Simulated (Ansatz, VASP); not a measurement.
## CdF2: VASP beside Ansatz

One calculation is typed for both programs; each brings its own data sets. How far apart do they land? The cell is taken from a series of runs on this material, whose earlier steps may have relaxed, scaled, displaced or heated it; both programs get it as it stands.

Method: plane waves, with VASP 6.6.1 beside it; zone-centre phonons at LDA, in Ansatz 0.2.0.

### Step 1. Set-up

Symmetry: Fm-3m, No. 225, cubic system. Conventional cell: a = 5.297 Å, b = 5.297 Å, c = 5.297 Å, α = 90.00°, β = 90.00°, γ = 90.00°. Nearest to Cd lie 8 F at 2.29 Å. Nearest to F lie 4 Cd at 2.29 Å. Farther neighbours and most contacts between anions are not listed.

As a file:

```cif
data_structure
_symmetry_space_group_name_H-M 'Fm-3m'
_symmetry_Int_Tables_number 225
_cell_length_a 5.2970
_cell_length_b 5.2970
_cell_length_c 5.2970
_cell_angle_alpha 90.000
_cell_angle_beta 90.000
_cell_angle_gamma 90.000
_cell_volume 148.63
loop_
_atom_site_label
_atom_site_type_symbol
_atom_site_symmetry_multiplicity
_atom_site_Wyckoff_symbol
_atom_site_fract_x
_atom_site_fract_y
_atom_site_fract_z
_atom_site_occupancy
Cd1 Cd 4 a 0.00000 0.00000 0.00000 1
F1 F 8 c 0.25000 0.75000 0.75000 1
```

### Step 2. VASP: zone-centre phonons, LDA

Second derivatives magnify differences that forces hide, and they need a tight electronic threshold.

Lines of VASP's logs that name or quote its potential files are left out, and so is its time.

The input, INCAR:

```
SYSTEM = CdF2
PREC = Accurate
ENCUT = 600
EDIFF = 1E-08
NELM = 120
ISMEAR = 0
SIGMA = 0.01
LREAL = .FALSE.
ALGO = Normal
GGA = CA
NBANDS = 19
LORBIT = 11
LWAVE = .FALSE.
LCHARG = .FALSE.
ISIF = 2
IBRION = 8
LEPSILON = .TRUE.
LASPH = .TRUE.
GGA_COMPAT = .FALSE.
EFERMI = MIDGAP
KPAR = 2
```

The input, POSCAR:

```
CdF2
1.0
    0.0000000000      2.6485106893      2.6485106893
    2.6485106893      0.0000000000      2.6485106893
    2.6485106893      2.6485106893      0.0000000000
Cd F
1 2
Direct
    0.0000000000      0.0000000000      0.0000000000
    0.2500000000      0.2500000000      0.2500000000
    0.7500000000      0.7500000000      0.7500000000
```

The input, KPOINTS:

```
Automatic mesh
0
Gamma
8 8 8
0 0 0
```

PAW data sets: Cd and F (LDA family, release 64).

Run with:

```
$ mpirun -np 2 vasp_std
```

The program printed:

```text
[banner, memory and clock lines left out]
running    2 mpi-ranks, on    1 nodes
 distrk:  each k-point on    1 cores,    2 groups
 distr:  one band on    1 cores,    1 groups

 POSCAR found type information on POSCAR CdF
 POSCAR found :  2 types and       3 ions
 LDA part: xc-table for (Slater(with rela. corr.)+CA(PZ))
 , standard interpolation
 POSCAR, INCAR and KPOINTS ok, starting setup
 FFT: planning ... GRIDC
 FFT: planning ... GRID_SOFT
 FFT: planning ... GRID
 WAVECAR not read
 entering main loop
       N       E                     dE             d eps       ncg     rms          rms(c)
DAV:   1     0.214969403096E+03    0.21497E+03   -0.17014E+04  1126   0.157E+03
DAV:   2    -0.461904446021E+01   -0.21959E+03   -0.21215E+03  1174   0.378E+02
DAV:   3    -0.142000740715E+02   -0.95810E+01   -0.95505E+01  1229   0.870E+01
DAV:   4    -0.142459170774E+02   -0.45843E-01   -0.45839E-01  1174   0.612E+00
DAV:   5    -0.142460794676E+02   -0.16239E-03   -0.16239E-03  1219   0.341E-01    0.108E+01
DAV:   6    -0.127593910470E+02    0.14867E+01   -0.37127E+00  1414   0.364E+01    0.818E+00
DAV:   7    -0.127694255777E+02   -0.10035E-01   -0.68037E-01  1123   0.811E+00    0.470E+00
DAV:   8    -0.127458403472E+02    0.23585E-01   -0.12977E-01  1156   0.345E+00    0.673E-01
DAV:   9    -0.127378219252E+02    0.80184E-02   -0.27656E-02  1364   0.226E+00    0.873E-02
DAV:  10    -0.127380958852E+02   -0.27396E-03   -0.27320E-03  1150   0.535E-01    0.656E-02
DAV:  11    -0.127381111731E+02   -0.15288E-04   -0.58456E-05  1207   0.118E-01    0.287E-02
DAV:  12    -0.127381086474E+02    0.25257E-05   -0.20763E-05  1129   0.448E-02    0.135E-02
DAV:  13    -0.127381087526E+02   -0.10515E-06   -0.18183E-06  1189   0.198E-02    0.181E-03
DAV:  14    -0.127381087464E+02    0.61150E-08   -0.20479E-07  1180   0.495E-03    0.103E-03
DAV:  15    -0.127381087365E+02    0.99690E-08   -0.24026E-08   924   0.166E-03
   1 F= -.12738109E+02 E0= -.12738109E+02  d E =0.000000E+00
 Linear response reoptimize wavefunctions to high precision
DAV:   1    -0.127381087365E+02   -0.25466E-10   -0.17453E-09   683   0.396E-04
DAV:   2    -0.127381087366E+02   -0.64574E-10   -0.87429E-11   569   0.958E-05
 Linear response G [H, r] |phi>, progress :
  Direction:   1
       N       E                     dE             d eps       ncg     rms
RMM:   1    -0.108028188959E+03   -0.10803E+03    0.52596E+01  2231   0.883E+01
RMM:   2    -0.105702973721E+03    0.23252E+01   -0.39033E+00  1735   0.181E+01
RMM:   3    -0.105709320519E+03   -0.63468E-02   -0.14727E-02  1867   0.103E+00
RMM:   4    -0.105709355393E+03   -0.34874E-04   -0.75730E-05  1915   0.710E-02
RMM:   5    -0.105709355659E+03   -0.26658E-06    0.90517E-07  2008   0.721E-03
RMM:   6    -0.105709355678E+03   -0.18885E-07    0.15905E-06  1958   0.102E-03
RMM:   7    -0.105709355674E+03    0.46427E-08   -0.26976E-06  1175   0.488E-04
RMM:   8    -0.105709355722E+03   -0.48614E-07   -0.92388E-05   967   0.463E-04
RMM:   9    -0.105709355727E+03   -0.48584E-08   -0.65498E-06   969   0.464E-04
RMM:  10    -0.105709355720E+03    0.69715E-08   -0.93192E-05   930   0.458E-04
 Linear response G [H, r] |phi>, progress :
  Direction:   2
       N       E                     dE             d eps       ncg     rms
RMM:   1    -0.106901781613E+03   -0.10690E+03    0.47878E+01  2185   0.866E+01
RMM:   2    -0.104211815408E+03    0.26900E+01   -0.35924E+00  1727   0.175E+01
RMM:   3    -0.104218945417E+03   -0.71300E-02   -0.13468E-02  1860   0.982E-01
RMM:   4    -0.104218982323E+03   -0.36906E-04   -0.69275E-05  1912   0.666E-02
RMM:   5    -0.104218982416E+03   -0.93268E-07    0.11735E-06  2003   0.640E-03
RMM:   6    -0.104218982458E+03   -0.41653E-07    0.15529E-06  1918   0.962E-04
RMM:   7    -0.104218982430E+03    0.28094E-07    0.24467E-05  1133   0.496E-04
RMM:   8    -0.104218982277E+03    0.15302E-06    0.27643E-05   948   0.470E-04
RMM:   9    -0.104218982604E+03   -0.32755E-06    0.13803E-04   958   0.468E-04
RMM:  10    -0.104218982580E+03    0.24290E-07    0.14785E-04   933   0.455E-04
 Linear response G [H, r] |phi>, progress :
  Direction:   3
       N       E                     dE             d eps       ncg     rms
RMM:   1    -0.103584940820E+03   -0.10358E+03    0.10761E+02  2229   0.897E+01
RMM:   2    -0.102432846656E+03    0.11521E+01   -0.41039E+00  1699   0.183E+01
RMM:   3    -0.102439489055E+03   -0.66424E-02   -0.13714E-02  1867   0.961E-01
RMM:   4    -0.102439515858E+03   -0.26803E-04   -0.76215E-05  1892   0.669E-02
RMM:   5    -0.102439516039E+03   -0.18108E-06   -0.68321E-07  1935   0.626E-03
RMM:   6    -0.102439516045E+03   -0.58679E-08    0.14622E-08  1833   0.565E-04
 Linear response to external field (no local field effect), progress :
  Direction:   1
       N       E                     dE             d eps       ncg     rms          rms(c)
RMM:   1    -0.219691210353E+00   -0.21969E+00   -0.69880E-01  2146   0.259E+00
RMM:   2    -0.227316986383E+00   -0.76258E-02   -0.35535E-03  1710   0.424E-01
RMM:   3    -0.227328620918E+00   -0.11635E-04   -0.16055E-05  1794   0.309E-02
RMM:   4    -0.227328712745E+00   -0.91827E-07   -0.98702E-08  1800   0.220E-03
RMM:   5    -0.227328712925E+00   -0.17968E-09   -0.80844E-10  1517   0.185E-04
 change of polarisation eV/A/(eV/A) component  1 :     0.455     0.055     0.035
[...]
dielectric tensor                  component  3 :     0.170    -0.234     2.688
 Linear response to external field, progress :
  Direction:   1
       N       E                     dE             d eps       ncg     rms          rms(c)
RMM:   1    -0.196617011609E+00   -0.19662E+00   -0.58728E-01  4242   0.249E+00
RMM:   2    -0.202985153862E+00   -0.63681E-02   -0.32059E-03  3453   0.400E-01    0.691E-01
RMM:   3    -0.197515357294E+00    0.54698E-02   -0.26450E-03  3209   0.386E-01    0.383E-01
RMM:   4    -0.200563857701E+00   -0.30485E-02   -0.41024E-03  3290   0.492E-01    0.466E-02
RMM:   5    -0.201372588679E+00   -0.80873E-03   -0.10970E-04  3598   0.842E-02    0.709E-03
RMM:   6    -0.201437706208E+00   -0.65118E-04   -0.74409E-07  3611   0.680E-03    0.327E-03
RMM:   7    -0.201466639523E+00   -0.28933E-04   -0.13413E-07  3564   0.266E-03    0.350E-04
RMM:   8    -0.201467113016E+00   -0.47349E-06    0.63130E-10  3498   0.390E-04    0.156E-04
RMM:   9    -0.201466418697E+00    0.69432E-06   -0.27389E-09  2904   0.144E-04    0.235E-05
RMM:  10    -0.201466351037E+00    0.67661E-07   -0.67747E-12  1267   0.333E-05    0.722E-06
 change of polarisation eV/A/(eV/A) component  1 :     0.386     0.038     0.015
 dielectric tensor                  component  1 :     2.881     0.183     0.073
 Linear response to external field, progress :
  Direction:   2
       N       E                     dE             d eps       ncg     rms          rms(c)
RMM:   1    -0.196445076984E+00   -0.19645E+00   -0.58556E-01  4257   0.250E+00
RMM:   2    -0.202985970530E+00   -0.65409E-02   -0.32449E-03  3457   0.403E-01    0.691E-01
RMM:   3    -0.197515647297E+00    0.54703E-02   -0.26451E-03  3220   0.387E-01    0.383E-01
RMM:   4    -0.200564260397E+00   -0.30486E-02   -0.41014E-03  3294   0.492E-01    0.466E-02
RMM:   5    -0.201371892991E+00   -0.80763E-03   -0.10988E-04  3609   0.842E-02    0.708E-03
RMM:   6    -0.201437899476E+00   -0.66006E-04   -0.71069E-07  3615   0.672E-03    0.327E-03
RMM:   7    -0.201466680803E+00   -0.28781E-04   -0.14005E-07  3558   0.266E-03    0.350E-04
RMM:   8    -0.201467084736E+00   -0.40393E-06    0.33034E-09  3495   0.376E-04    0.166E-04
RMM:   9    -0.201466464779E+00    0.61996E-06   -0.36728E-09  2895   0.147E-04    0.256E-05
RMM:  10    -0.201466361873E+00    0.10291E-06    0.12595E-12  1311   0.360E-05    0.100E-05
RMM:  11    -0.201466340240E+00    0.21633E-07    0.12545E-11  1109   0.396E-05    0.203E-06
 change of polarisation eV/A/(eV/A) component  2 :     0.023     0.386    -0.013
 dielectric tensor                  component  2 :     0.114     2.881    -0.065
 Linear response to external field, progress :
  Direction:   3
       N       E                     dE             d eps       ncg     rms          rms(c)
RMM:   1    -0.196444101553E+00   -0.19644E+00   -0.58555E-01  4258   0.250E+00
RMM:   2    -0.202985918981E+00   -0.65418E-02   -0.32411E-03  3458   0.403E-01    0.691E-01
RMM:   3    -0.197515604632E+00    0.54703E-02   -0.26446E-03  3219   0.386E-01    0.383E-01
RMM:   4    -0.200564192827E+00   -0.30486E-02   -0.41014E-03  3296   0.492E-01    0.466E-02
RMM:   5    -0.201371980170E+00   -0.80779E-03   -0.10981E-04  3605   0.842E-02    0.708E-03
RMM:   6    -0.201437868736E+00   -0.65889E-04   -0.72250E-07  3625   0.674E-03    0.327E-03
RMM:   7    -0.201466687165E+00   -0.28818E-04   -0.13659E-07  3556   0.266E-03    0.350E-04
RMM:   8    -0.201467079621E+00   -0.39246E-06    0.16224E-09  3501   0.384E-04    0.161E-04
RMM:   9    -0.201466442366E+00    0.63725E-06   -0.30436E-09  2911   0.145E-04    0.245E-05
RMM:  10    -0.201466355614E+00    0.86753E-07   -0.55678E-12  1276   0.343E-05    0.906E-06
 change of polarisation eV/A/(eV/A) component  3 :    -0.002     0.008     0.386
 dielectric tensor                  component  3 :    -0.009     0.041     2.881
 Linear response DOF=           2
 Linear response progress:
  Degree of freedom:   1/  2
       N       E                     dE             d eps       ncg     rms          rms(c)
RMM:   1    -0.438558627637E+00   -0.43856E+00   -0.23244E-01  3559   0.326E+00
RMM:   2    -0.433658208631E+00    0.49004E-02   -0.65310E-03  3458   0.588E-01    0.133E-01
RMM:   3    -0.432761969902E+00    0.89624E-03   -0.27442E-04  3650   0.107E-01    0.653E-02
RMM:   4    -0.432051402997E+00    0.71057E-03   -0.12835E-04  3687   0.771E-02    0.148E-02
RMM:   5    -0.431937139322E+00    0.11426E-03   -0.27832E-06  3337   0.132E-02    0.472E-03
RMM:   6    -0.431961036098E+00   -0.23897E-04   -0.33509E-07  3627   0.417E-03    0.553E-04
RMM:   7    -0.431965722625E+00   -0.46865E-05   -0.50619E-09  3734   0.509E-04    0.276E-04
RMM:   8    -0.431965771673E+00   -0.49048E-07   -0.25291E-09  3684   0.316E-04    0.395E-05
RMM:   9    -0.431965540414E+00    0.23126E-06   -0.10314E-10  3658   0.862E-05    0.930E-06
RMM:  10    -0.431965530977E+00    0.94370E-08   -0.27462E-10  3702   0.895E-06    0.444E-06
 first order change of Fermi-energy  -0.42837E-04
 force on displaced ion       1 direction 1 :  -6.642   0.000   0.000
 Born effective charge ion    1 direction 1 :   2.423   0.000   0.000
 Linear response progress:
  Degree of freedom:   2/  2
       N       E                     dE             d eps       ncg     rms          rms(c)
RMM:   1    -0.524802333128E+00   -0.52480E+00    0.67409E-01  6820   0.482E+00
RMM:   2    -0.522744051608E+00    0.20583E-02   -0.43033E-03  5391   0.641E-01    0.145E-01
RMM:   3    -0.523801637881E+00   -0.10576E-02   -0.24095E-04  4898   0.118E-01    0.824E-02
RMM:   4    -0.525097800913E+00   -0.12962E-02   -0.16292E-04  4954   0.874E-02    0.116E-02
RMM:   5    -0.525096743898E+00    0.10570E-05   -0.29866E-06  5788   0.146E-02    0.227E-03
RMM:   6    -0.525069882094E+00    0.26862E-04   -0.57467E-08  5068   0.198E-03    0.789E-04
RMM:   7    -0.525070024719E+00   -0.14262E-06   -0.79876E-09  5940   0.673E-04    0.115E-04
RMM:   8    -0.525070785611E+00   -0.76089E-06   -0.31511E-09  5801   0.111E-04    0.504E-05
RMM:   9    -0.525070756846E+00    0.28765E-07    0.58579E-10  5858   0.721E-05    0.214E-05
RMM:  10    -0.525070584910E+00    0.17194E-06   -0.38853E-10  5937   0.205E-05    0.372E-06
RMM:  11    -0.525070575057E+00    0.98525E-08    0.12978E-10  5438   0.497E-06    0.662E-07
 first order change of Fermi-energy   0.73833E-04
 force on displaced ion       2 direction 1 :  -5.408  -0.000  -0.000
 Born effective charge ion    2 direction 1 :  -1.212   0.000   0.000
 Born effective charges drift removed
 Linear response finished
```

[end of part 1 of 2]

[Lines on the potential files, build, host, timing and source positions are cut from VASP's logs without a mark.]

[Logs are printed without paths, hosts, clocks, repeated set-up lines and the standing remarks that a program may print on its own settings, such as how far it seeks lower states.]

[Hosts, paths, dates, database ids (printed as entryN), source tags and the programs' standing remarks are cut or masked in the printed files.]
